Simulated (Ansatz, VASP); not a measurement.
# V2SNO (V2NOS MXene bilayer, AA) in two plane-wave programs, part 2 of 2

Wanted: the spread between two codes on one cell, functional and k mesh. The structure shown is the start of the Ansatz relaxation below; VASP solves that cell, so the two are compared at the walk's first step.

VASP 6.6.1 and Ansatz 0.2.0.

So far: The structure; Ansatz: relaxation, PBE with D4.

## Step 3: VASP: single point, PBE with D4, start cell

Level of this step: PBE with D4, zero-moment start; plane waves and PAW (S, V_sv, N, O) (VASP).

The same cell, functional, mesh and smearing now go to VASP, with its own data sets.

Lines of VASP's logs that name or quote its potential files are left out, and so is its time.

Input file INCAR:

```
SYSTEM = V2SNO
PREC = Accurate
ENCUT = 520
EDIFF = 1E-06
NELM = 200
ISMEAR = -1
SIGMA = 0.05
LREAL = .FALSE.
ALGO = Normal
GGA = PE
IVDW = 13
NBANDS = 58
ISPIN = 2
MAGMOM = -0 -0 0 -0 0 -0 0 0 0 -0
LASPH = .TRUE.
LMAXMIX = 4
LORBIT = 11
LWAVE = .FALSE.
LCHARG = .FALSE.
ISIF = 2
LDIPOL = .TRUE.
IDIPOL = 3
DIPOL = 0.5 0.5 0.503
LVHAR = .TRUE.
GGA_COMPAT = .FALSE.
NELMDL = -8
KPAR = 2
```

Input file POSCAR:

```
V2SNO
1.0
    2.9406520000      0.0000000000      0.0000000000
   -1.4703260000      2.5466790000      0.0000000000
    0.0000000000      0.0000000000     57.6109680000
S V N O
2 4 2 2
Direct
    0.3333333333      0.6666666667      0.3844754006
    0.3333333333      0.6666666667      0.5256027637
    0.6666666667      0.3333333333      0.4145793211
    0.3333333333      0.6666666667      0.4548599496
    0.6666666667      0.3333333333      0.5557066842
    0.3333333333      0.6666666667      0.5959873127
    0.0000000000      0.0000000000      0.4347196353
    0.0000000000      0.0000000000      0.5758469984
    0.6666666667      0.3333333333      0.4743972363
    0.6666666667      0.3333333333      0.6155245994
```

Input file KPOINTS:

```
Automatic mesh
0
Gamma
12 12 1
0 0 0
```

PAW data sets: S, V_sv, N and O (PBE family, release 64).

Command:

```
mpirun -np 2 vasp_std
```

Numbers of over 12 decimals in the logs are rounded to 6 here.

Log:

```text
[banner, memory and clock lines left out]
running    2 mpi-ranks, on    1 nodes
 distrk:  each k-point on    1 cores,    2 groups
 distr:  one band on    1 cores,    1 groups

 POSCAR found type information on POSCAR S V N O
 POSCAR found :  4 types and      10 ions
 LDA part: xc-table for (Slater+PW92), standard interpolation
|                                                                             |
|           W    W    AA    RRRRR   N    N  II  N    N   GGGG   !!!           |
|           W    W   A  A   R    R  NN   N  II  NN   N  G    G  !!!           |
|           W    W  A    A  R    R  N N  N  II  N N  N  G       !!!           |
|           W WW W  AAAAAA  RRRRR   N  N N  II  N  N N  G  GGG   !            |
|           WW  WW  A    A  R   R   N   NN  II  N   NN  G    G                |
|           W    W  A    A  R    R  N    N  II  N    N   GGGG   !!!           |
|                                                                             |
|     One of the lattice vectors is very long (>50 A), but AMIN is rather     |
|     large. This can spoil convergence since charge sloshing might occur     |
|     along the long lattice vector. If problems with convergence are         |
|     observed, try to decrease AMIN to a smaller value (e.g. 0.01).          |
|     Note: This warning only applies if the self-consistency cycle is        |
|     used.                                                                   |
|                                                                             |

 POSCAR, INCAR and KPOINTS ok, starting setup
 FFT: planning ... GRIDC
 FFT: planning ... GRID_SOFT
 FFT: planning ... GRID
 WAVECAR not read
 entering main loop
       N       E                     dE             d eps       ncg     rms          rms(c)
DAV:   1     0.946892426505E+03    0.94689E+03   -0.47829E+04  5664   0.126E+03
DAV:   2     0.742834738240E+01   -0.93946E+03   -0.90157E+03  5058   0.380E+02
DAV:   3    -0.101552098408E+03   -0.10898E+03   -0.10645E+03  5570   0.120E+02
DAV:   4    -0.105517718020E+03   -0.39656E+01   -0.39012E+01  5516   0.222E+01
DAV:   5    -0.105610278134E+03   -0.92560E-01   -0.91848E-01  5494   0.329E+00
DAV:   6    -0.105612808331E+03   -0.25302E-02   -0.25265E-02  5740   0.546E-01
DAV:   7    -0.105612878812E+03   -0.70481E-04   -0.70442E-04  5484   0.876E-02
DAV:   8    -0.105612881523E+03   -0.27116E-05   -0.27104E-05  5230   0.167E-02    0.557E+01
DAV:   9    -0.109359390135E+03   -0.37465E+01   -0.24044E+02  5900   0.843E+01    0.530E+01
DAV:  10    -0.830284265724E+03   -0.72092E+03   -0.73638E+03  7468   0.189E+02    0.230E+02
[... 106 further cycles ...]
DAV: 117    -0.832986109194E+02   -0.64778E-05   -0.15641E-06  2752   0.336E-03    0.188E-03
DAV: 118    -0.832986316732E+02   -0.20754E-04   -0.30550E-06  3260   0.459E-03    0.128E-03
DAV: 119    -0.832986393808E+02   -0.77076E-05   -0.85496E-07  2516   0.256E-03    0.905E-04
DAV: 120    -0.832986484275E+02   -0.90467E-05   -0.28397E-07  2314   0.174E-03    0.608E-04
DAV: 121    -0.832986553864E+02   -0.69589E-05   -0.23654E-07  2318   0.139E-03    0.428E-04
DAV: 122    -0.832986644201E+02   -0.90337E-05   -0.12446E-07  2258   0.104E-03    0.412E-04
DAV: 123    -0.832986699569E+02   -0.55368E-05   -0.65664E-08  2320   0.727E-04    0.225E-04
DAV: 124    -0.832986712130E+02   -0.12561E-05   -0.35384E-08  2232   0.570E-04    0.187E-04
DAV: 125    -0.832986723928E+02   -0.11799E-05   -0.13917E-08  2226   0.355E-04    0.124E-04
DAV: 126    -0.832986731846E+02   -0.79177E-06   -0.62565E-09  2222   0.268E-04
   1 F= -.86173954E+02 E0= -.86145954E+02  d E =-.559988E-01  mag=    -0.1254
```

OUTCAR, selected parts (step 3):

```text
ion  position               nearest neighbor table
   1  0.333  0.667  0.384-   3 2.43   3 2.43   3 2.43
   2  0.333  0.667  0.526-   5 2.43   5 2.43   5 2.43
   3  0.667  0.333  0.415-   7 2.06   7 2.06   7 2.06   1 2.43   1 2.43   1 2.43   4 2.88   4 2.88
                             4 2.88
   4  0.333  0.667  0.455-   9 2.04   9 2.04   9 2.04   7 2.06   7 2.06   7 2.06   3 2.88   3 2.88
                             3 2.88
   5  0.667  0.333  0.556-   8 2.06   8 2.06   8 2.06   2 2.43   2 2.43   2 2.43   6 2.88   6 2.88
                             6 2.88
   6  0.333  0.667  0.596-  10 2.04  10 2.04  10 2.04   8 2.06   8 2.06   8 2.06   5 2.88   5 2.88
                             5 2.88
   7  0.000  0.000  0.435-   3 2.06   4 2.06   3 2.06   3 2.06   4 2.06   4 2.06
   8  0.000  0.000  0.576-   5 2.06   6 2.06   5 2.06   5 2.06   6 2.06   6 2.06
   9  0.667  0.333  0.474-   4 2.04   4 2.04   4 2.04
  10  0.667  0.333  0.616-   6 2.04   6 2.04   6 2.04

  LATTYP: Found a hexagonal cell.
 ALAT       =     2.9406520000
 C/A-ratio  =    19.5912226268

 Subroutine GETGRP returns: Found  6 space group operations
 (whereof  6 operations were pure point group operations)

The static configuration has the point symmetry C_3v.

 Found     19 irreducible k-points:

   k-points           NKPTS =     19   k-points in BZ     NKDIM =     19   number of bands    NBANDS=     58

   dimension x,y,z NGX =    24 NGY =   24 NGZ =  432
   dimension x,y,z NGXF=    48 NGYF=   48 NGZF=  864

   ENCUT  =  520.0 eV  38.22 Ry    6.18 a.u.   5.47  5.47107.12*2*pi/ulx,y,z

   NELECT =      86.0000    total number of electrons

 k-points in reciprocal lattice and weights: Automatic mesh
   0.00000000  0.00000000  0.00000000       0.007
   0.08333333 -0.00000000  0.00000000       0.042
   0.16666667  0.00000000  0.00000000       0.042
   0.25000000 -0.00000000  0.00000000       0.042
   0.33333333  0.00000000  0.00000000       0.042
   0.41666667 -0.00000000  0.00000000       0.042
   0.50000000 -0.00000000  0.00000000       0.021
   0.08333333  0.08333333  0.00000000       0.042
   0.16666667  0.08333333  0.00000000       0.083
[...]
0.33333333  0.25000000  0.00000000       0.083
   0.33333333  0.33333333  0.00000000       0.014

 dipolmoment           0.000000      0.000000      0.080953 electrons x Angstroem

 average (electrostatic) potential at core
       1 -94.2643       2 -94.2305       3 -83.6955       4 -84.2656       5 -83.6765
       6 -84.2708       7 -72.4625       8 -72.4429       9 -77.9905      10 -77.8979

 E-fermi :  -2.2346

 spin component 1
 k-point     1 :       0.0000    0.0000    0.0000
  band No.  band energies     occupation
    ...
     42      -2.7924      0.99999
     43      -2.3710      0.93862
     44      -2.3710      0.93862
     45      -2.3149      0.83288
     46      -2.3149      0.83288
     47      -1.9752      0.00556
     48      -1.9752      0.00556
     49      -1.9236      0.00199
     50      -1.9236      0.00199
     51      -1.3339      0.00000
    ...

 k-point     2 :       0.0833   -0.0000    0.0000
  band No.  band energies     occupation
    ...
     39      -3.2969      1.00000
     40      -3.2461      1.00000
     41      -3.0400      1.00000
     42      -2.9548      1.00000
     43      -2.2501      0.57693
     44      -2.2271      0.46283
     45      -2.1661      0.20275
     46      -2.1430      0.13803
     47      -1.9207      0.00187
     48      -1.8900      0.00102
    ...

 k-point     3 :       0.1667    0.0000    0.0000
  band No.  band energies     occupation
    ...
     39      -3.3978      1.00000
     40      -3.3869      1.00000
     41      -3.3504      1.00000
     42      -3.3134      1.00000
     43      -2.2803      0.71373
     44      -2.1938      0.30671
     45      -2.1455      0.14417
     46      -2.0145      0.01211
     47      -1.8731      0.00072
     48      -1.8153      0.00023
    ...

 k-point     4 :       0.2500   -0.0000    0.0000
  band No.  band energies     occupation
    ...
     38      -4.8637      1.00000
     39      -3.7883      1.00000
     40      -3.6784      1.00000
     41      -3.4241      1.00000
     42      -3.3855      1.00000
     43      -2.2255      0.45482
     44      -2.1446      0.14190
     45      -2.1246      0.09972
     46      -2.0132      0.01180
     47      -1.7860      0.00013
    ...

 k-point     5 :       0.3333    0.0000    0.0000
  band No.  band energies     occupation
    ...
     38      -5.1977      1.00000
     39      -4.0445      1.00000
     40      -3.9285      1.00000
     41      -3.4975      1.00000
     42      -3.4477      1.00000
     43      -2.0992      0.06246
     44      -2.0135      0.01186
     45      -1.9749      0.00552
     46      -1.8963      0.00115
     47      -1.5714      0.00000
    ...

 k-point     6 :       0.4167   -0.0000    0.0000
  band No.  band energies     occupation
    ...
     38      -5.2345      1.00000
     39      -4.1844      1.00000
     40      -4.0636      1.00000
     41      -3.5605      1.00000
     42      -3.5026      1.00000
     43      -2.1399      0.13085
     44      -2.0575      0.02815
     45      -1.7114      0.00003
     46      -1.6198      0.00000
     47      -1.2902      0.00000
    ...

  DFT-D4 for vdW energy calculation

  Edisp (eV):   -2.87528

  Total      -5.49946    -5.49946   -16.83154     0.00000     0.00000    -0.00000
  in kB     -20.42245   -20.42245   -62.50453     0.00000     0.00000    -0.00000
  external pressure =      -34.45 kB  Pullay stress =        0.00 kB

  energy-cutoff  :      520.00
  volume of cell :      431.44
      direct lattice vectors                 reciprocal lattice vectors
     2.940652000  0.000000000  0.000000000     0.340060640  0.196334128  0.000000000
    -1.470326000  2.546679000  0.000000000     0.000000000  0.392668255  0.000000000
     0.000000000  0.000000000 57.610968000     0.000000000  0.000000000  0.017357806

 POSITION                                       TOTAL-FORCE (eV/Angst)
 -----------------------------------------------------------------------------------
     -0.00000      1.69779     22.15000         0.000000     -0.000000      1.610974
     -0.00000      1.69779     30.28048        -0.000000     -0.000000      1.524967
      1.47033      0.84889     23.88432        -0.000000      0.000000     -0.126970
     -0.00000      1.69779     26.20492         0.000000     -0.000000      0.750762
      1.47033      0.84889     32.01480         0.000000      0.000000     -0.117458
     -0.00000      1.69779     34.33541        -0.000000      0.000000      1.074641
      0.00000      0.00000     25.04462         0.000000     -0.000000     -0.244436
      0.00000      0.00000     33.17510        -0.000000      0.000000     -0.329279
      1.47033      0.84889     27.33048        -0.000000     -0.000000     -1.924127
      1.47033      0.84889     35.46097        -0.000000      0.000000     -2.219074
 -----------------------------------------------------------------------------------
    total drift:                               -0.000001      0.000012     -0.000037

  FREE ENERGIE OF THE ION-ELECTRON SYSTEM (eV)
  ---------------------------------------------------
  free  energy   TOTEN  =       -86.1739537631 eV

  energy  without entropy=      -86.1179549489  energy(sigma->0) =      -86.14595436

 vacuum level on the upper side and lower side of the slab         4.787         2.831

 total charge
# of ion       s       p       d       tot
------------------------------------------
    1        1.380   2.276   0.000   3.656
    2        1.387   2.256   0.000   3.643
    3        2.237   6.255   3.115  11.607
    4        2.239   6.269   2.985  11.494
    5        2.238   6.256   3.112  11.606
    6        2.240   6.270   2.976  11.486
    7        1.250   2.497   0.000   3.747
    8        1.250   2.497   0.000   3.747
    9        1.579   3.357   0.000   4.936
   10        1.582   3.339   0.000   4.922
--------------------------------------------------
tot         17.383  41.272  12.189  70.844

 magnetization (x)
# of ion       s       p       d       tot
------------------------------------------
    1       -0.000   0.000   0.000   0.000
    2       -0.000  -0.005   0.000  -0.005
    3       -0.000  -0.000  -0.001  -0.001
    4        0.000   0.000   0.003   0.003
    5        0.001   0.001   0.050   0.052
    6       -0.002  -0.002  -0.167  -0.171
    7       -0.000  -0.000   0.000  -0.000
    8        0.000   0.002   0.000   0.002
    9        0.000  -0.000   0.000  -0.000
   10       -0.000   0.001   0.000   0.001
--------------------------------------------------
tot         -0.001  -0.003  -0.115  -0.119

[... 6 further parts left out ...]
```

This run allows spin, but its moments start at zero, where symmetry between the spins tends to hold them, although V can carry a moment.

## Step 4: Comparison

Known differences besides the potentials themselves: Ansatz cuts the interaction across the vacuum, VASP repeats the sheet with a dipole correction; the cutoff is 420 eV in Ansatz and 520 eV in VASP. Total energies have different zeros and are not compared.

Forces (eV/Å; atoms numbered as in POSCAR):

```csv
atom,"Ansatz x, y, z","VASP x, y, z"
S1,"0.000, 0.000, 1.584","0.000, 0.000, 1.611"
S2,"0.000, 0.000, 1.501","0.000, 0.000, 1.525"
V3,"0.000, 0.000, -0.149","0.000, 0.000, -0.127"
V4,"0.000, 0.000, 0.862","0.000, 0.000, 0.751"
V5,"0.000, 0.000, -0.099","0.000, 0.000, -0.117"
V6,"0.000, 0.000, 1.091","0.000, 0.000, 1.075"
N7,"0.000, 0.000, -0.274","0.000, 0.000, -0.244"
N8,"0.000, 0.000, -0.321","0.000, 0.000, -0.329"
O9,"0.000, 0.000, -1.953","0.000, 0.000, -1.924"
O10,"0.000, 0.000, -2.243","0.000, 0.000, -2.219"
```

The forces differ by 24 meV/Å r.m.s., which is 3.3 % of the r.m.s. force of 0.718 eV/Å (both taken over all components). Moments aren't recorded for both runs of this pair, so they may hold unlike magnetic states. With vacuum in the cell, a pressure given here is an average over mostly empty space and none of the material.

## Step 5: Outcome

| Quantity | Value |
| --- | --- |
| r.m.s. force difference (single point, PBE with D4, start cell) | 3.3 % of the r.m.s. force |

**Reading.** The r.m.s. force difference is 3.3 % of the r.m.s. force (single point, PBE with D4, start cell), beyond the 3 % picked in this series as the mark of a large difference. What causes the difference of the single point, PBE with D4, start cell pair stays open here. VASP runs on this material, other cells of it included, that failed, so that no pair exists: single point, PBE (timeout). How closely two codes agree says nothing of how well the functional describes the real material.

[Lines on the potential files, build, host, timing and source positions are cut from VASP's logs without a mark.]

[Logs are printed without paths, hosts, clocks, repeated set-up lines and the standing remarks that a program may print on its own settings, such as how far it seeks lower states.]

[Hosts, paths, dates, database ids (printed as entryN), source tags and the programs' standing remarks are cut or masked in the printed files.]
